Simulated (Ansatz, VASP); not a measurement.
**Ca4Pt in VASP and in Ansatz**

```xyz
5
Lattice="5.6638 0.0000 0.0000 0.0000 5.6638 0.0000 0.0000 0.0000 5.6638" Properties=species:S:1:pos:R:3 pbc="T T T"
Ca    0.0000    2.8319    2.8319
Ca    2.8319    0.0000    2.8319
Ca    2.8319    2.8319    0.0000
Ca    0.0000    0.0000    0.0000
Pt    2.8319    2.8319    2.8319
```

Alike in both runs: task relaxation of cell and atoms; functional PBE; k mesh 8 × 8 × 8; occupations gaussian, width 0.1 eV; no spin polarisation.

```csv
,VASP,Ansatz
version,VASP 6.6.1,Ansatz 0.2.0
potentials or method,"VASP PAW PBE potentials, release 64 (Ca_sv, Pt)","scalar-relativistic, plane waves, PAW"
plane-wave cutoff (eV),600,420
valence electrons in the cell,50,58
```

Ansatz gave:

| Quantity | Value |
| --- | --- |
| gap on the k mesh at the Fermi level, each at its own relaxed structure (eV) | none |
| relaxed volume (Å³/atom) | 36.43 |
| relaxed cell length with the largest relative difference (Å) | 5.669 |

Problem. Estimate VASP's values.

Solution. gap on the k mesh at the Fermi level, each at its own relaxed structure (eV): none; relaxed volume (Å³/atom): 36.53; relaxed cell length with the largest relative difference (Å): 5.674.

A gap of «none» marks a metal or a gap that the smearing closes. The two sets of potentials don't hold the same shells in valence.

The runs have no spin-orbit coupling, so splittings on Pt are missing.
